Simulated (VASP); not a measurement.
Calculation: PBE GGA with D3 dispersion (Becke-Johnson damping), VASP's PBE PAW potentials (set 64) (plane waves; VASP 6.6.1).

VASP input:

File POSCAR:
```
InSb
1
    0.0000000000     3.2400000000     3.2400000000
    3.2400000000     0.0000000000     3.2400000000
    3.2400000000     3.2400000000     0.0000000000
In Sb
1 1
Direct
  0.0000000000   0.0000000000   0.0000000000
  0.2500000000   0.2500000000   0.2500000000
```

### KPOINTS
```
Automatic mesh
0
Gamma
6 6 6
0 0 0
```

### INCAR
```
ALGO = Normal
EDIFF = 1E-6
EDIFFG = -0.01
ENCUT = 520
GGA = PE
IBRION = 2
ISIF = 3
ISMEAR = 0
IVDW = 12
LASPH = .True.
LCHARG = .False.
LMAXMIX = 4
LREAL = .False.
LWAVE = .False.
NELM = 100
NSW = 60
PREC = Accurate
SIGMA = 0.05
SYSTEM = InSb
```

POTCAR, in this order: In_d Sb (PBE.64 set). Program: vasp_std.

The resulting files:

File OSZICAR:
```
       N       E                     dE             d eps       ncg     rms          rms(c)
DAV:   1     0.112168358759E+03    0.11217E+03   -0.81455E+03   416   0.138E+03
DAV:   2     0.556292450524E+00   -0.11161E+03   -0.10850E+03   431   0.302E+02
DAV:   3    -0.678436100690E+01   -0.73407E+01   -0.72059E+01   546   0.859E+01
DAV:   4    -0.698874461260E+01   -0.20438E+00   -0.20430E+00   491   0.171E+01
DAV:   5    -0.699788953672E+01   -0.91449E-02   -0.91448E-02   616   0.297E+00    0.418E+00
DAV:   6    -0.689757846697E+01    0.10031E+00   -0.18218E-01   546   0.741E+00    0.244E+00
DAV:   7    -0.688331046287E+01    0.14268E-01   -0.80497E-02   550   0.307E+00    0.651E-01
DAV:   8    -0.688435389656E+01   -0.10434E-02   -0.83939E-03   561   0.126E+00    0.281E-01
DAV:   9    -0.688498926601E+01   -0.63537E-03   -0.92316E-04   471   0.306E-01    0.814E-02
DAV:  10    -0.688507183016E+01   -0.82564E-04   -0.63654E-05   504   0.600E-02    0.355E-02
DAV:  11    -0.688511656139E+01   -0.44731E-04   -0.77581E-05   451   0.659E-02    0.199E-02
DAV:  12    -0.688511753121E+01   -0.96982E-06   -0.99504E-07   362   0.856E-03
   1 F= -.75494465E+01 E0= -.75492680E+01  d E =-.754945E+01
       N       E                     dE             d eps       ncg     rms          rms(c)
DAV:   1    -0.720478500541E+01   -0.31967E+00   -0.76106E+00   516   0.582E+01    0.316E+00
DAV:   2    -0.696908881899E+01    0.23570E+00   -0.49138E-01   501   0.155E+01    0.124E+00
DAV:   3    -0.692557469033E+01    0.43514E-01   -0.14367E-01   546   0.767E+00    0.562E-01
DAV:   4    -0.692486425461E+01    0.71044E-03   -0.44563E-03   426   0.731E-01    0.382E-01
DAV:   5    -0.692409916386E+01    0.76509E-03   -0.62125E-04   480   0.214E-01    0.190E-01
DAV:   6    -0.692398840570E+01    0.11076E-03   -0.21732E-04   471   0.165E-01    0.287E-02
DAV:   7    -0.692399379208E+01   -0.53864E-05   -0.20020E-05   530   0.787E-02    0.147E-02
DAV:   8    -0.692399647800E+01   -0.26859E-05   -0.81011E-06   486   0.495E-02    0.400E-03
DAV:   9    -0.692399607700E+01    0.40100E-06   -0.28153E-07   228   0.695E-03
   2 F= -.75572193E+01 E0= -.75570408E+01  d E =-.777278E-02
       N       E                     dE             d eps       ncg     rms          rms(c)
DAV:   1    -0.693775992374E+01   -0.13763E-01   -0.52837E-01   521   0.143E+01    0.904E-01
DAV:   2    -0.691988139119E+01    0.17879E-01   -0.40076E-02   501   0.457E+00    0.324E-01
DAV:   3    -0.691698471672E+01    0.28967E-02   -0.88618E-03   541   0.190E+00    0.170E-01
DAV:   4    -0.691693597010E+01    0.48747E-04   -0.27707E-04   416   0.164E-01    0.114E-01
DAV:   5    -0.691690309623E+01    0.32874E-04   -0.50398E-05   495   0.668E-02    0.489E-02
DAV:   6    -0.691690766491E+01   -0.45687E-05   -0.14287E-05   606   0.379E-02    0.946E-03
DAV:   7    -0.691690665626E+01    0.10086E-05   -0.88920E-07   303   0.167E-02    0.228E-03
DAV:   8    -0.691690636828E+01    0.28798E-06   -0.42071E-07   208   0.119E-02
   3 F= -.75583637E+01 E0= -.75581851E+01  d E =-.891714E-02
```

### OUTCAR
```
------------------------ aborting loop because EDIFF is reached ----------------------------------------
 Edisp (eV)   -0.64146
  FORCE on cell =-STRESS in cart. coord.  units (eV):
  Direction    XX          YY          ZZ          XY          YZ          ZX
  --------------------------------------------------------------------------------------
  Total       0.00434     0.00434     0.00434    -0.00000    -0.00000    -0.00000
  in kB       0.09922     0.09922     0.09922    -0.00000    -0.00000    -0.00000
  external pressure =        0.10 kB  Pullay stress =        0.00 kB
  volume of cell :       70.15
      direct lattice vectors                 reciprocal lattice vectors
     0.000000000  3.273438174  3.273438174    -0.152744599  0.152744599  0.152744599
     3.273438174  0.000000000  3.273438174     0.152744599 -0.152744599  0.152744599
     3.273438174  3.273438174  0.000000000     0.152744599  0.152744599 -0.152744599
  FREE ENERGIE OF THE ION-ELECTRON SYSTEM (eV)
  ---------------------------------------------------
  free  energy   TOTEN  =        -7.5583636666 eV

  energy  without entropy=       -7.5580065779  energy(sigma->0) =       -7.55818512

 reached required accuracy - stopping structural energy minimisation
```
(Selected blocks of OUTCAR.)

CONTCAR:
```
InSb
   1.00000000000000
     0.0000000000000000    3.2734381740642182    3.2734381740642182
     3.2734381740642182    0.0000000000000000    3.2734381740642182
     3.2734381740642182    3.2734381740642182    0.0000000000000000
  In              Sb
     1     1
Direct
     0.0000000000000000    0.0000000000000000    0.0000000000000000
     0.2500000000000000    0.2500000000000000    0.2500000000000000
```

Energy and stress use the plane-wave basis of the starting cell.

The compound is InSb in the zinc blende structure. This run relaxes it. Symmetry was kept, so distortions that lower it aren't found.
